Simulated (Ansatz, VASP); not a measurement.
# Cross-check of SnSe2 (1T-SnSe2 bilayer, AA) between VASP and Ansatz

One calculation is typed for both programs; each brings its own data sets. How far apart do they land? The cell is taken from a series of runs on this material, whose earlier steps may have relaxed, scaled, displaced or heated it; both programs get it as it stands.

Program: Ansatz 0.2.0. Level of theory: plane waves, with VASP 6.6.1 beside it; PBE with D3(BJ). Results are calculated unless marked as measured.

## Step 1: The starting structure

The cell holds 6 atoms: 4 Se and 2 Sn. Cell: a = 3.835 Å, b = 3.835 Å, c = 27.184 Å, α = 90.0°, β = 90.0°, γ = 120.0°. Vacuum lies along c.

## Step 2: VASP: single point, PBE with D3(BJ)

With cell and atoms fixed, the geometry can't cause a difference; cores, projectors, grids and the points listed under the comparison can.

Lines of VASP's logs that name or quote its potential files are left out, and so is its time.

File INCAR:

```
SYSTEM = SnSe2
PREC = Accurate
ENCUT = 400
EDIFF = 1E-06
NELM = 120
ISMEAR = -1
SIGMA = 0.02585
LREAL = .FALSE.
ALGO = Normal
GGA = PE
IVDW = 12
NBANDS = 32
LORBIT = 11
LWAVE = .FALSE.
LCHARG = .FALSE.
ISIF = 2
LDIPOL = .TRUE.
IDIPOL = 3
DIPOL = 0.5 0.5 0.5
LVHAR = .TRUE.
LASPH = .TRUE.
GGA_COMPAT = .FALSE.
EFERMI = MIDGAP
NELMDL = -8
KPAR = 2
```

File POSCAR:

```
SnSe2
1.0
    3.8347377108      0.0000000000      0.0000000000
   -1.9173688554      3.3209802744      0.0000000000
    0.0000000000      0.0000000000     27.1838401856
Se Sn
4 2
Direct
    0.6666666667      0.3333333333      0.3310790506
    0.3333333333      0.6666666667      0.4485322511
    0.6666666667      0.3333333333      0.5514677489
    0.3333333333      0.6666666667      0.6689209494
    0.0000000000      0.0000000000      0.3897838847
    0.0000000000      0.0000000000      0.6102161153
```

File KPOINTS:

```
Automatic mesh
0
Gamma
12 12 1
0 0 0
```

Potentials, in the order of the species: Se and Sn_d (PBE family, release 64).

Started as:

```bash
$ mpirun -np 2 vasp_std
```

Numbers of over 12 decimals in the logs are rounded to 6 here.

Log:

```text
[banner, memory and clock lines left out]
running    2 mpi-ranks, on    1 nodes
 distrk:  each k-point on    1 cores,    2 groups
 distr:  one band on    1 cores,    1 groups

 POSCAR found type information on POSCAR SeSn
 POSCAR found :  2 types and       6 ions
 LDA part: xc-table for (Slater+PW92), standard interpolation
 POSCAR, INCAR and KPOINTS ok, starting setup
 FFT: planning ... GRIDC
 FFT: planning ... GRID_SOFT
 FFT: planning ... GRID
 WAVECAR not read
 entering main loop
       N       E                     dE             d eps       ncg     rms          rms(c)
DAV:   1     0.403456398939E+03    0.40346E+03   -0.20422E+04  1376   0.123E+03
DAV:   2     0.237579979636E+02   -0.37970E+03   -0.37374E+03  1520   0.301E+02
DAV:   3    -0.223197873114E+02   -0.46078E+02   -0.45482E+02  1440   0.127E+02
DAV:   4    -0.241254473634E+02   -0.18057E+01   -0.17996E+01  1536   0.285E+01
DAV:   5    -0.241847813428E+02   -0.59334E-01   -0.59317E-01  1624   0.494E+00
DAV:   6    -0.241871497594E+02   -0.23684E-02   -0.23682E-02  1760   0.908E-01
DAV:   7    -0.241872207845E+02   -0.71025E-04   -0.71023E-04  1784   0.137E-01
DAV:   8    -0.241872221198E+02   -0.13353E-05   -0.13352E-05  1664   0.197E-02    0.687E+00
DAV:   9    -0.236961402492E+02    0.49108E+00   -0.10065E+00  1648   0.913E+00    0.444E+00
DAV:  10    -0.236709297066E+02    0.25211E-01   -0.45808E-01  1648   0.366E+00    0.709E-01
DAV:  11    -0.236631947008E+02    0.77350E-02   -0.46205E-02  1648   0.196E+00    0.387E-01
DAV:  12    -0.236639367547E+02   -0.74205E-03   -0.50948E-03  1536   0.360E-01    0.819E-02
DAV:  13    -0.236639645601E+02   -0.27805E-04   -0.31643E-04  1744   0.164E-01    0.401E-02
DAV:  14    -0.236640144322E+02   -0.49872E-04   -0.11478E-04  1520   0.547E-02    0.129E-02
DAV:  15    -0.236640357306E+02   -0.21298E-04   -0.12430E-05  1392   0.173E-02    0.111E-02
DAV:  16    -0.236640919817E+02   -0.56251E-04   -0.12398E-05  1328   0.131E-02    0.475E-03
DAV:  17    -0.236641404638E+02   -0.48482E-04   -0.28521E-06  1176   0.618E-03    0.283E-03
DAV:  18    -0.236642074432E+02   -0.66979E-04   -0.56723E-06  1200   0.648E-03    0.334E-03
DAV:  19    -0.236642295813E+02   -0.22138E-04   -0.13863E-06  1144   0.309E-03    0.184E-03
DAV:  20    -0.236642411462E+02   -0.11565E-04   -0.45195E-07  1048   0.247E-03    0.528E-04
DAV:  21    -0.236642461255E+02   -0.49793E-05   -0.18824E-07  1040   0.131E-03    0.675E-04
DAV:  22    -0.236642475330E+02   -0.14075E-05   -0.80825E-08  1008   0.784E-04    0.488E-04
DAV:  23    -0.236642494182E+02   -0.18852E-05   -0.63494E-08   992   0.982E-04    0.297E-04
DAV:  24    -0.236642501305E+02   -0.71238E-06   -0.13828E-08   984   0.659E-04
   1 F= -.25503862E+02 E0= -.25503861E+02  d E =-.168085E-06
```

OUTCAR, selected parts (step 2):

```text
ion  position               nearest neighbor table
   1  0.667  0.333  0.331-   5 2.73   5 2.73   5 2.73
   2  0.333  0.667  0.449-   5 2.73   5 2.73   5 2.73
   3  0.667  0.333  0.551-   6 2.73   6 2.73   6 2.73
   4  0.333  0.667  0.669-   6 2.73   6 2.73   6 2.73
   5  0.000  0.000  0.390-   1 2.73   1 2.73   1 2.73   2 2.73   2 2.73   2 2.73
   6  0.000  0.000  0.610-   4 2.73   4 2.73   4 2.73   3 2.73   3 2.73   3 2.73

  LATTYP: Found a hexagonal cell.
 ALAT       =     3.8347377108
 C/A-ratio  =     7.0888395076

 Subroutine GETGRP returns: Found 12 space group operations
 (whereof 12 operations were pure point group operations)

The static configuration has the point symmetry D_3d.

 Found     19 irreducible k-points:

   k-points           NKPTS =     19   k-points in BZ     NKDIM =     19   number of bands    NBANDS=     32

   dimension x,y,z NGX =    28 NGY =   28 NGZ =  180
   dimension x,y,z NGXF=    56 NGYF=   56 NGZF=  360

   ENCUT  =  400.0 eV  29.40 Ry    5.42 a.u.   6.25  6.25 44.33*2*pi/ulx,y,z

   NELECT =      52.0000    total number of electrons

 k-points in reciprocal lattice and weights: Automatic mesh
   0.00000000  0.00000000  0.00000000       0.007
   0.08333333  0.00000000  0.00000000       0.042
   0.16666667 -0.00000000  0.00000000       0.042
   0.25000000 -0.00000000  0.00000000       0.042
   0.33333333 -0.00000000  0.00000000       0.042
   0.41666667  0.00000000  0.00000000       0.042
   0.50000000 -0.00000000  0.00000000       0.021
   0.08333333  0.08333333  0.00000000       0.042
   0.16666667  0.08333333  0.00000000       0.083
[...]
0.33333333  0.25000000  0.00000000       0.083
   0.33333333  0.33333333  0.00000000       0.014

 dipolmoment           0.000000      0.000000      0.000000 electrons x Angstroem

 average (electrostatic) potential at core
       1 -58.9070       2 -58.9594       3 -58.9594       4 -58.9070       5-108.2430
       6-108.2430

 E-fermi :  -1.1027

 k-point     1 :       0.0000    0.0000    0.0000
  band No.  band energies     occupation
    ...
     22      -1.9534      2.00000
     23      -1.6621      2.00000
     24      -1.6621      2.00000
     25      -1.5430      2.00000
     26      -1.5430      2.00000
     27      -0.1832      0.00000
     28       0.7028      0.00000
     29       1.5810      0.00000
     30       1.6898      0.00000
     31       2.9892      0.00000
    ...

 k-point     2 :       0.0833    0.0000    0.0000
  band No.  band energies     occupation
    ...
     22      -2.1575      2.00000
     23      -1.9369      2.00000
     24      -1.7641      2.00000
     25      -1.6131      2.00000
     26      -1.4698      2.00000
     27       0.3168      0.00000
     28       0.8308      0.00000
     29       2.0004      0.00000
     30       2.0915      0.00000
     31       2.9497      0.00000
    ...

 k-point     3 :       0.1667   -0.0000    0.0000
  band No.  band energies     occupation
    ...
     22      -2.6466      2.00000
     23      -2.5854      2.00000
     24      -1.7280      2.00000
     25      -1.6426      2.00000
     26      -1.4446      2.00000
     27       0.5624      0.00000
     28       0.8603      0.00000
     29       2.2808      0.00000
     30       2.6494      0.00000
     31       3.3528      0.00000
    ...

 Edisp (eV)   -1.83961

  Total      -0.01847    -0.01847     0.02915    -0.00000     0.00000     0.00000
  in kB      -0.08548    -0.08548     0.13491    -0.00000     0.00000     0.00000
  external pressure =       -0.01 kB  Pullay stress =        0.00 kB

  energy-cutoff  :      400.00
  volume of cell :      346.19
      direct lattice vectors                 reciprocal lattice vectors
     3.834737711  0.000000000  0.000000000     0.260774028  0.150557955  0.000000000
    -1.917368855  3.320980274  0.000000000     0.000000000  0.301115911  0.000000000
     0.000000000  0.000000000 27.183840186     0.000000000  0.000000000  0.036786561

 POSITION                                       TOTAL-FORCE (eV/Angst)
 -----------------------------------------------------------------------------------
      1.91737      1.10699      9.00000         0.000000      0.000000     -0.014684
     -0.00000      2.21399     12.19283        -0.000000      0.000000      0.015520
      1.91737      1.10699     14.99101         0.000000     -0.000000     -0.015520
     -0.00000      2.21399     18.18384        -0.000000      0.000000      0.014684
      0.00000      0.00000     10.59582         0.000000     -0.000000     -0.002154
      0.00000      0.00000     16.58802        -0.000000      0.000000      0.002154
 -----------------------------------------------------------------------------------
    total drift:                                0.000000      0.000000      0.000000

  FREE ENERGIE OF THE ION-ELECTRON SYSTEM (eV)
  ---------------------------------------------------
  free  energy   TOTEN  =       -25.5038615095 eV

  energy  without entropy=      -25.5038613414  energy(sigma->0) =      -25.50386143

 vacuum level on the upper side and lower side of the slab         4.497         4.497

 total charge
# of ion       s       p       d       tot
------------------------------------------
    1        1.483   2.305   0.025   3.813
    2        1.488   2.298   0.028   3.814
    3        1.488   2.298   0.028   3.814
    4        1.483   2.305   0.025   3.813
    5        1.063   1.004  10.091  12.158
    6        1.063   1.004  10.091  12.158
--------------------------------------------------
tot          8.068  11.214  20.288  39.569

[... 3 further parts left out ...]
```

## Step 3: Ansatz: single point, PBE with D3(BJ)

Ansatz runs on its default PAW (the set named soft_2) files.

The same cell, functional, mesh and smearing now go to Ansatz, which takes its cutoff from its data sets.

File input.yaml:

```yaml
crystal:
  lattice:
    - [3.8347377108, 0.0, 0.0]
    - [-1.9173688554, 3.3209802744, 0.0]
    - [0.0, 0.0, 27.1838401856]
  atoms:
    - { symbol: Se, position: [0.6666666667, 0.3333333333, 0.3310790506] }
    - { symbol: Sn, position: [0.0, 0.0, 0.3897838847] }
    - { symbol: Se, position: [0.3333333333, 0.6666666667, 0.4485322511] }
    - { symbol: Se, position: [0.6666666667, 0.3333333333, 0.5514677489] }
    - { symbol: Sn, position: [0.0, 0.0, 0.6102161153] }
    - { symbol: Se, position: [0.3333333333, 0.6666666667, 0.6689209494] }
kpoints:
  mp_grid: { grid: [12, 12, 1] }
  band_path:
    path: [[0, 0, 0], [0.5, 0, 0], [0.33333333, 0.33333333, 0], [0, 0, 0]]
    npoints: 16
hamiltonian:
  xc: pbe
  dispersion: d3bj
scf:
  occupations: { method: fermi_dirac, width: 0.02585 }
  convergence: { dr2_threshold: 1.0e-10 }
efield:
  axis: 3
  dipole_correction: true
  ramp_position: 0.97
  ramp_width: 0.06
  amplitude: 0
output:
  dos: { projected: true, e_range: [-6, 5] }
  write_potential: true
  write_density: true
  volumetric_format: npy
  elf: true
```

Started as:

```bash
$ ansatz run input.yaml --threads 4 --pin off --max-ram 8192MiB --backend cpu --events-out ev --progress --plain --runs-dir out
```

Log:

```text
Engine: ansatz 0.2.0, aarch64-unknown-linux-gnu
Pseudopotentials: kind: paw
Pseudopotential: Se, paw, valence charge 16, recommended cutoff 420 eV (normal), Se.paw.azcp
Pseudopotential: Sn, paw, valence charge 14, recommended cutoff 420 eV (normal), Sn.paw.azcp
Functional definition: PBE
  parameter kappa = 0.804
  parameter beta = 0.066725
  exchange = pbe_x(kappa = kappa, mu = beta*pi^2/3)
  correlation = pbe_c(beta = beta)
Crystal: 6 atoms, lattice volume = 346.189 Å³
Basis set: ecut = 420 eV, 6739 PW (Γ)
Bands: 56, of which v1, the nominal top of the filled ones, is band 46 counted from 1 (45 counted from 0)
Symmetry: 6 space group operations
k-points: 19 of 144 (time reversal used)
Non-local potential: Se, projectors of the file, l = 0: 2, l = 1: 2, l = 2: 3, l = 3: 1
Non-local potential: Sn, projectors of the file, l = 0: 2, l = 1: 2, l = 2: 2, l = 3: 2
PAW form: soft (Blöchl's): semilocal exchange-correlation on the pseudo side does not see the compensation charge
PAW one-centre angular grid: Se, 590 points (default); XC on 64 Gauss nodes
PAW one-centre angular grid: Sn, 590 points (default); XC on 64 Gauss nodes
Initial density: superposition of atomic densities (neutral atoms: chi_scale 0, normalization atom), corrected by the library's trained network
Initial wavefunctions: pseudopotential atomic-orbital guess
Functional: x = pbe(κ = 0.804, μ = 0.219515), c = pbe(β = 0.066725)
SCF iter   1: F=—  HF=-33928.553792 eV  |F-HF|=—  |Δ(HF+E_count)|=         —  Δρ=1.21e-3  dr2=4.01e-2  ethr=1.77e-3  p=0.000 e·Å  D=4.06e-14 V/Å  ΔV_dip=-0.00 eV  dr2_dipole=1.68e-9  V_vac-E_F(+/−)=5.51/5.51 eV  ⟨swp⟩=8.4  Hψ=4488  notcnv=0  defer=6
efield: sawtooth ramp at fractional position 0.9700 (set: `efield.ramp_position`, or a place that a band, a saddle search or an elastic batch's reference lends), width 0.0600; the density the first Hamiltonian is built on has a dipole p = 0.000 e·Å; the dipole correction subtracts the counter field D = 4.06e-14 V/Å, which shifts the + side's vacuum level by -0.00 eV against the − side's; the planar-averaged density in the ramp window peaks in size at 7.8e-6 e/Å³
preconditioner: auto → Resta (q_TF=auto, 2.188 Å⁻¹)  ε∞=1.8  [insulator: Δε(μ)=0.657 eV  Ē_g=15.891 eV  σ=0.026 eV  W_gap=1.00  n_scr=72 (ndim 8)  ℏωp=14.4 eV  f_vac=0.553  D(μ)=0.00/eV (n_scr^D=0)  ε∞_Penn≈1.8  vacuum switching on, ρ_ref=1.8e-2 e/Å³]
SCF iter   2: F=—  HF=-33928.561081 eV  |F-HF|=—  |Δ(HF+E_count)|=   7.29e-3  Δρ=1.78e-3  dr2=1.09e-1  ethr=4.36e-5  p=-0.000 e·Å  D=-1.08e-5 V/Å  ΔV_dip=0.00 eV  dr2_dipole=2.91e-8  V_vac-E_F(+/−)=5.75/5.75 eV  ⟨swp⟩=4.1  Hψ=2105  notcnv=0  defer=70
SCF iter   3: F=—  HF=-33928.550311 eV  |F-HF|=—  |Δ(HF+E_count)|=   1.08e-2  Δρ=4.17e-4  dr2=1.97e-3  ethr=4.36e-5  p=0.000 e·Å  D=8.49e-6 V/Å  ΔV_dip=-0.00 eV  dr2_dipole=5.70e-9  V_vac-E_F(+/−)=5.60/5.60 eV  ⟨swp⟩=2.8  Hψ=1329  notcnv=0  defer=70
SCF iter   4: F=—  HF=-33928.550452 eV  |F-HF|=—  |Δ(HF+E_count)|=   1.40e-4  Δρ=2.08e-4  dr2=9.91e-5  ethr=2.14e-6  p=-0.000 e·Å  D=-1.02e-5 V/Å  ΔV_dip=0.00 eV  dr2_dipole=2.28e-8  V_vac-E_F(+/−)=5.60/5.60 eV  ⟨swp⟩=2.0  Hψ=1212  notcnv=0  defer=70
SCF iter   5: F=—  HF=-33928.550591 eV  |F-HF|=—  |Δ(HF+E_count)|=   1.39e-4  Δρ=6.13e-5  dr2=8.71e-6  ethr=1.08e-7  p=0.000 e·Å  D=5.16e-5 V/Å  ΔV_dip=-0.00 eV  dr2_dipole=4.31e-7  V_vac-E_F(+/−)=5.60/5.60 eV  ⟨swp⟩=2.0  Hψ=1510  notcnv=0  defer=70
SCF iter   6: F=—  HF=-33928.550597 eV  |F-HF|=—  |Δ(HF+E_count)|=   6.63e-6  Δρ=2.29e-5  dr2=1.38e-5  ethr=9.46e-9  p=-0.000 e·Å  D=-2.18e-4 V/Å  ΔV_dip=0.01 eV  dr2_dipole=7.63e-6  V_vac-E_F(+/−)=5.60/5.59 eV  ⟨swp⟩=2.0  Hψ=1488  notcnv=0  defer=70
SCF iter   7: F=—  HF=-33928.550600 eV  |F-HF|=—  |Δ(HF+E_count)|=   2.92e-6  Δρ=2.80e-5  dr2=3.59e-5  ethr=9.46e-9  p=0.001 e·Å  D=3.64e-4 V/Å  ΔV_dip=-0.01 eV  dr2_dipole=2.11e-5  V_vac-E_F(+/−)=5.59/5.60 eV  ⟨swp⟩=2.0  Hψ=1169  notcnv=0  defer=70  recentre
SCF iter   8: F=—  HF=-33928.550595 eV  |F-HF|=—  |Δ(HF+E_count)|=   5.54e-6  Δρ=5.78e-6  dr2=2.92e-7  ethr=9.46e-9  p=-0.000 e·Å  D=-2.90e-5 V/Å  ΔV_dip=0.00 eV  dr2_dipole=1.31e-7  V_vac-E_F(+/−)=5.60/5.60 eV  ⟨swp⟩=2.0  Hψ=1144  notcnv=0  defer=70
SCF iter   9: F=—  HF=-33928.550669 eV  |F-HF|=—  |Δ(HF+E_count)|=   7.41e-5  Δρ=1.57e-6  dr2=1.09e-8  ethr=3.17e-10  p=-0.000 e·Å  D=-3.32e-6 V/Å  ΔV_dip=0.00 eV  dr2_dipole=1.43e-9  V_vac-E_F(+/−)=5.60/5.60 eV  ⟨swp⟩=2.0  Hψ=1542  notcnv=0  defer=70
SCF iter  10: F=—  HF=-33928.550669 eV  |F-HF|=—  |Δ(HF+E_count)|=  1.60e-10  Δρ=4.40e-7  dr2=7.08e-10  ethr=1.19e-11  p=-0.000 e·Å  D=-7.89e-7 V/Å  ΔV_dip=0.00 eV  dr2_dipole=7.02e-11  V_vac-E_F(+/−)=5.60/5.60 eV  ⟨swp⟩=2.1  Hψ=1539  notcnv=0  defer=70
SCF iter  11: F=—  HF=-33928.550669 eV  |F-HF|=—  |Δ(HF+E_count)|=  3.78e-10  Δρ=1.24e-7  dr2=1.66e-10  ethr=1.00e-12  p=-0.000 e·Å  D=-3.70e-8 V/Å  ΔV_dip=0.00 eV  dr2_dipole=1.59e-13  V_vac-E_F(+/−)=5.60/5.60 eV  ⟨swp⟩=11.3  Hψ=4017  notcnv=0
SCF iter  12: F=—  HF=-33928.550669 eV  |F-HF|=—  |Δ(HF+E_count)|=  2.91e-11  Δρ=7.26e-8  dr2=1.45e-10  ethr=1.00e-12  p=-0.000 e·Å  D=-5.39e-8 V/Å  ΔV_dip=0.00 eV  dr2_dipole=2.50e-16  V_vac-E_F(+/−)=5.60/5.60 eV  ⟨swp⟩=3.0  Hψ=2191  notcnv=0
SCF iter  13: F=-33928.550669 eV  HF=-33928.550669 eV  |F-HF|=1.53e-10  |Δ(HF+E_count)|=  5.09e-11  Δρ=4.59e-8  dr2=5.01e-11  ethr=1.00e-12  p=-0.000 e·Å  D=-3.04e-8 V/Å  ΔV_dip=0.00 eV  dr2_dipole=3.31e-15  V_vac-E_F(+/−)=5.60/5.60 eV  ⟨swp⟩=1.0  Hψ=2158  notcnv=0
SCF 1 converged in 13 iterations: F = -33928.550669 eV  dr2 = 5.01e-11
  greatest PAW one-centre occupation: 1.000 electrons in one spin orbital (limit 2), on the Se atom at site 3 (counted from 0), in its partial waves of l = 2
NSCF: frozen V_eff on 49 k-points
efield: sawtooth ramp at fractional position 0.9700 (kept from the solve that this one continues, or follows in the run), width 0.0600; the density the first Hamiltonian is built on has a dipole p = -0.000 e·Å; the dipole correction subtracts the counter field D = -3.04e-8 V/Å, which shifts the + side's vacuum level by +0.00 eV against the − side's; the planar-averaged density in the ramp window peaks in size at 7.1e-6 e/Å³
WARN: The output density's exchange-correlation potential varies sharply where the density is thin. Do not read a vacuum level from v_tot or v_xc, or from such a field of the output density. On a cell that repeats whose density bears no net charge and no dipole along the vacuum's axis use v_es (v_loc + v_h of the components); under efield.dipole_correction with no amplitude use v_es + v_field, which holds any externa [...]
SCF converged after 13 iterations
Free energy (F): -33928.550669 eV
Harris-Foulkes:  -33928.550669 eV  (|F-HF|=1.53e-10)
Internal energy: -33928.550669 eV  (E = F + TS)
E sigma→0 (E₀):  -33928.550669 eV
Entropy (-TS):   -0.000000 eV (-0.000 meV/atom)
Fermi energy:    0.657551 eV
Dipole field:    D = 0.000000 V/Å  (p = 0.000000 e·Å, saw-weighted, corrected)
Work function:   Φ+ = 5.5971 eV   Φ− = 5.5971 eV
Levels:          The Fermi level and band energies are counted from a zero that moves with the ramp; work functions are not
--- Per-component energies (eV) ---
  E_band       = -2425.671675
  E_kinetic    = 848.156726
  E_local      = -102995.054541  (includes V_loc(G=0)·N_el)
  E_nonlocal   = -2444.745639
  E_hartree    = 51298.649211
  E_xc         = -1178.876413
  E_vxc        = -581.553174  (∫ρ·V_xc dr)
  E_paw        = -15927.427344  (= ΣΔE_a)
  E_vpaw       = 150.230267  (= ΣTr[D̂ρ^β])
  E_aug_tail   = -0.002415  (compensation charges beyond the density's cutoff)
  E_efield     = 0.000000  (sawtooth field / dipole correction)
  E_vefield    = 0.000000  (∫n·V_field dr)
  E_ewald      = 36472.589597
  E_disp       = -1.839851  (pairwise vdW)
  E_smearing   = -0.000000  (= −TS)
  E_closure    = 0.000000  (closes the sum)
  Σ components = -33928.550669   (vs F -33928.550669, Δ=0.00e0)
--- Band table (eV; the first three rows and the last of 19) ---
  k-point 0: bands = [... 42 lower, 0.0974, 0.0974, 0.2165, 0.2165, 1.5813, 2.4662, 3.3458, 3.4570, ... 6 higher]
  k-point 1: bands = [... 42 lower, -0.1767, -0.0058, 0.1461, 0.2896, 2.0798, 2.5936, 3.7649, 3.8569, ... 6 higher]
  k-point 2: bands = [... 42 lower, -0.8240, 0.0295, 0.1164, 0.3146, 2.3238, 2.6221, 4.0451, 4.4143, ... 6 higher]
  k-point 18: bands = [... 42 lower, -1.0190, -1.0190, -0.2324, -0.2324, 1.6491, 2.3892, 5.0975, 5.0975, ... 6 higher]
```

## Step 4: Side by side

Known differences besides the potentials themselves: the data sets hold 92 valence electrons in Ansatz (on its default PAW (the set named soft_2) files) and 52 in VASP; the cutoff is 420 eV in Ansatz and 400 eV in VASP. Total energies have different zeros and are not compared.

Both answers:

```csv
quantity,Ansatz,VASP,difference
gap on the k mesh (eV),0.657,0.655,+0.002
```

A gap on the mesh is an upper bound, since the band edges may lie between its points. Where the cell holds vacuum, a pressure given here is an average over it and none of the material.

## Step 5: What came out

```json
{"difference in gap on the k mesh (single point, PBE with D3(BJ))": "0.0021 eV"}
```

In words: The difference in gap on the k mesh is 0.0021 eV (single point, PBE with D3(BJ)), within the 0.08 eV picked in this series as the mark of a large difference. The data sets hold unlike numbers of valence electrons (92 in Ansatz and 52 in VASP), so part of the differences may come from the potentials. How closely two codes agree says nothing of how well the functional describes the real material.

[Lines on the potential files, build, host, timing and source positions are cut from VASP's logs without a mark.]

[Logs are printed without paths, hosts, clocks, repeated set-up lines and the standing remarks that a program may print on its own settings, such as how far it seeks lower states.]

[Hosts, paths, dates, database ids (printed as entryN), source tags and the programs' standing remarks are cut or masked in the printed files.]
